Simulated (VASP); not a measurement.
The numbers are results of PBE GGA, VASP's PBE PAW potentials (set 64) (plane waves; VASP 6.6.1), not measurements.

The input files of a VASP run:

### KPOINTS
```
K-points
0
G
4 4 4
```

INCAR:
```
# general
SYSTEM   =  CsPbBr3
PREC     =  Accurate
ENCUT    =  270   # plane-wave cut-off (eV)
LREAL    =  .FALSE.
LASPH    =  .TRUE.   # aspherical one-centre terms

# electronic loop
EDIFF    =  1E-6   # SCF stop (eV)
NELM     =  100   # most electronic steps
ALGO     =  Normal   # blocked Davidson
LMAXMIX  =  4   # l cut-off of mixed one-centre charges

# smearing
ISMEAR   =  0
SIGMA    =  0.01

# functional
GGA      =  PE

# ions
ISIF     =  2   # forces and stress, cell fixed

# output
LWAVE    =  .FALSE.
LCHARG   =  .FALSE.
```

### POSCAR
```
CsPbBr3
1.0
  5.9486300000   0.0000000000   0.0000000000
  0.0000000000   5.9486300000   0.0000000000
  0.0000000000   0.0000000000   5.9486300000
Cs Pb Br
1 1 3
Cart
  0.0000000000   0.0000000000   0.0000000000
  2.9743150000   2.9743150000   2.9743150000
  2.9743150000   2.9743150000   0.0000000000
  0.0000000000   2.9743150000   2.9743150000
  2.9743150000   0.0000000000   2.9743150000
```

POTCAR, in this order: Cs_sv Pb_d Br (PBE.64 set). Program: vasp_std.

At this cut-off the stress carries a Pulay error, which pulls relaxed volumes low. Unless said otherwise, spin-orbit coupling is left out, though it shifts the bands of the heavy elements here.

Estimate the energy per atom (σ→0), band gap (on the k-mesh).

The energy per atom (σ→0) is -3.171 eV/atom. The band gap (on the k-mesh) is 1.68 eV.

OSZICAR:
```
...
DAV:   7    -0.158457098219E+02    0.54694E-01   -0.53006E-01   740   0.392E+00    0.104E+00
DAV:   8    -0.158562338087E+02   -0.10524E-01   -0.65503E-02   638   0.207E+00    0.180E-01
DAV:   9    -0.158554724568E+02    0.76135E-03   -0.11235E-02   724   0.795E-01    0.104E-01
DAV:  10    -0.158558560281E+02   -0.38357E-03   -0.11475E-03   586   0.189E-01    0.395E-02
DAV:  11    -0.158559299248E+02   -0.73897E-04   -0.16075E-04   590   0.941E-02    0.859E-03
DAV:  12    -0.158559297473E+02    0.17752E-06   -0.32494E-05   726   0.567E-02    0.607E-03
DAV:  13    -0.158559296766E+02    0.70679E-07   -0.33475E-06   586   0.135E-02
   1 F= -.15855930E+02 E0= -.15855930E+02  d E =-.108317E-11
```

The structure comes from a computed database's CsPbBr3 entry; how it stands against other phases isn't given here. The cell was not relaxed at this level. The run is one of a series of settings (ENCUT = 270 against the base run), some of them coarse on purpose.
